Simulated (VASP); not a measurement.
Input:

```
WC
1.0
    2.84426     0.00000     0.00000
   -1.42213     2.46320     0.00000
    0.00000     0.00000     2.76902
W C
1 1
Direct
  0.00000   0.00000   0.00000
  0.66667   0.33333   0.50000
```

Calculation: PBE GGA, VASP's PBE PAW potentials (set 64) (plane waves; VASP 6.6.1). Run with 400 eV cut-off, 9×9×8 Γ-centred mesh, Fermi-Dirac smearing of 0.10 eV, potentials W_sv C.

Task: Give the energies of bands 6 to 12 at the high-symmetry points, in eV from the Fermi level.

Result: 
```json
[
 {"band": "6", "Γ": "-4.75", "M": "-7.39", "K": "-7.00", "A": "-9.13", "L": "-6.93", "H": "-7.88"},
 {"band": "7", "Γ": "-3.69", "M": "-3.94", "K": "-4.87", "A": "-2.27", "L": "-4.75", "H": "-5.72"},
 {"band": "8", "Γ": "-3.69", "M": "-3.94", "K": "-3.76", "A": "-2.27", "L": "-4.38", "H": "-1.60"},
 {"band": "9", "Γ": "0.08", "M": "-0.56", "K": "0.61", "A": "-0.70", "L": "0.40", "H": "-0.72"},
 {"band": "10", "Γ": "3.53", "M": "2.53", "K": "0.96", "A": "-0.70", "L": "4.84", "H": "4.79"},
 {"band": "11", "Γ": "3.53", "M": "4.91", "K": "2.12", "A": "3.96", "L": "5.83", "H": "7.09"},
 {"band": "12", "Γ": "5.99", "M": "5.29", "K": "3.47", "A": "4.65", "L": "7.22", "H": "8.28"}
]
```

It has no gap at this level: it comes out as a metal or semimetal.

The structure comes from a computed database's WC entry; how it stands against other phases isn't given here. The cell was not relaxed at this level.
